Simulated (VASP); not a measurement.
Consider the following.

```xyz
2
Lattice="4.6054 0.0000 0.0000 0.0000 4.6054 0.0000 0.0000 0.0000 4.6054" Properties=species:S:1:pos:R:3 pbc="T T T"
Cs     0.0000     0.0000     0.0000
I      2.3027     2.3027     2.3027
```

Computed with PBEsol GGA, VASP's PBE PAW potentials (set 64) (plane waves; VASP). Numerical set-up: 520 eV cut-off, 6×6×6 Γ-centred mesh, Gaussian smearing of 0.050 eV, potentials Cs_sv I.

Unless said otherwise, spin-orbit coupling is left out, though it shifts the bands of the heavy elements here.

Problem. Predict the energy per atom (σ→0), band gap (on the k-mesh) with the smallest direct gap where there is one.

Solution. 
```json
{
 "band gap (on the k-mesh)": "3.63 eV",
 "smallest direct gap (on the k-mesh)": "3.72 eV",
 "energy per atom (σ→0)": "-278.0 kJ/mol-atom"
}
```

The compound is CsI in the CsCl type structure. This cell is one point of a volume scan, at 1.06 of the reference volume.
